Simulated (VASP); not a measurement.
# B12Ru: single point with PBE

Crystal: B12Ru.

```
B Ru
1.0
     4.48702    0.00000    0.00000
     0.00000    4.48702    0.00000
     0.00000    0.00000    4.48702
B Ru
12 1
Cartesian
  2.2435 3.5440 3.5440
  2.2435 0.9430 3.5440
  2.2435 3.5440 0.9430
  2.2435 0.9430 0.9430
  3.5440 2.2435 3.5440
  3.5440 2.2435 0.9430
  0.9430 2.2435 3.5440
  0.9430 2.2435 0.9430
  3.5440 3.5440 2.2435
  0.9430 3.5440 2.2435
  3.5440 0.9430 2.2435
  0.9430 0.9430 2.2435
  0.0000 0.0000 0.0000
```

The cell was built by a generator and needn't be a form met in nature.

The cell isn't the ideal one: random cell by space group and Wyckoff sites (Pm-3m, No. 221).

```yaml
Program: VASP 6.6.1
Task: single point
Functional: PBE
Potentials_or_basis: VASP PAW PBE potentials, release 64 (B, Ru_pv)
Cutoff: 520 eV
k_mesh: 8 × 8 × 8
Occupations: gaussian, width 0.1 eV
Spin: no spin polarisation
Dipole_correction: no
Further_INCAR_settings: ALGO = Normal; EDIFF = 1e-07; NBANDS = 37
```

```
Pressure               : 0.0 GPa
Largest force          : 0.014 eV/Å
Band gap on the k mesh : none (metal or under the smearing width)
```

Forces on the atoms (eV/Å):
```
B    0.000  0.010  0.010
B    0.000 -0.010  0.010
B    0.000  0.010 -0.010
B    0.000 -0.010 -0.010
B    0.010  0.000  0.010
B    0.010  0.000 -0.010
B   -0.010  0.000  0.010
B   -0.010  0.000 -0.010
B    0.010  0.010  0.000
B   -0.010  0.010  0.000
B    0.010 -0.010  0.000
B   -0.010 -0.010  0.000
Ru   0.000  0.000  0.000
```

Levels at points of the mesh, in eV from the Fermi level:
```csv
k point,band 21,band 22,band 23,band 24,band 25,band 26,band 27,band 28,band 29,band 30
"(0.00, 0.00, 0.00)",-4.24,-3.19,-0.50,-0.50,-0.50,0.65,0.65,3.49,3.49,3.49
"(0.50, 0.00, 0.00)",-1.42,-0.99,-0.17,-0.17,-0.16,0.19,0.68,1.61,2.52,3.21
"(0.50, 0.50, 0.00)",-0.53,-0.53,-0.43,-0.04,-0.04,0.33,0.79,0.79,1.39,1.88
"(0.50, 0.50, 0.50)",-2.29,-2.29,-2.06,-2.06,-2.06,-0.60,-0.60,1.30,1.30,1.30
```

Run time: 81 s on 1 thread of Intel(R) Xeon(R) Platinum 8488C (Sapphire Rapids) (shared host), peak memory 0.24 GiB.
